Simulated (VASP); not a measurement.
Data:

```yaml
crystal:
  lattice:
    - [4.97881, 0.00000, 0.00000]
    - [0.00000, 4.97881, 0.00000]
    - [0.00000, 0.00000, 4.27974]
  atoms:
    - { symbol: Zn, position: [0.50000, 0.00000, 0.08466] }
    - { symbol: Zn, position: [0.00000, 0.50000, 0.91534] }
    - { symbol: Se, position: [0.00000, 0.00000, 0.00000] }
    - { symbol: Se, position: [0.50000, 0.50000, 0.00000] }
```

All values below come from r2SCAN meta-GGA, VASP's PBE PAW potentials (set 64) (plane waves; VASP 6.6.1). Settings: 400 eV cut-off, 7×7×8 Γ-centred mesh, tetrahedra with Blöchl corrections, potentials Zn Se.

### Question
Estimate the energy per atom (σ→0), band gap (over mesh and band path) with the smallest direct gap where there is one.

### Answer

band gap (over mesh and band path): none (metal, semimetal or under 0.01 eV)
energy per atom (σ→0): -11.824 eV/atom

Only differences to runs with the same potentials and settings are physical.

The structure was generated: ZnSe was put into the litharge type (P4/nmm), which need not be its known phase. It was relaxed first, which changed the volume by +15 %.
